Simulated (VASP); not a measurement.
Al (relaxed from the omega structure, space group P6/mmm): computed properties

Level of theory: PBEsol GGA, VASP's PBE PAW potentials (set 64) (plane waves; VASP 6.6.1).

For Al, the space group is P6/mmm (191). The cell comes out as a = b = 4.557 Å, c = 2.800 Å, α = β = 90.00°, γ = 120.00° and the volume per atom comes out as 16.79 Å^3/atom. The band gap (over mesh and band path) is none (metal, semimetal or under 0.01 eV) and the density comes out as 2.67 g/cm³.

```cif
data_Al3
_chemical_formula_sum 'Al3'
_space_group_name_H-M_alt 'P 1'
_space_group_IT_number 1
_cell_length_a 4.55735
_cell_length_b 4.55735
_cell_length_c 2.80019
_cell_angle_alpha 90.000
_cell_angle_beta 90.000
_cell_angle_gamma 120.000
loop_
_space_group_symop_operation_xyz
  'x, y, z'
loop_
_atom_site_label
_atom_site_type_symbol
_atom_site_fract_x
_atom_site_fract_y
_atom_site_fract_z
_atom_site_occupancy
Al1 Al 0.00000 0.00000 0.00000 1
Al2 Al 0.33333 0.66667 0.50000 1
Al3 Al 0.66667 0.33333 0.50000 1
```

The structure was generated: Al was put into the omega type (P6/mmm), which need not be its known phase. It was relaxed first. Symmetry was kept, so distortions that lower it aren't found.
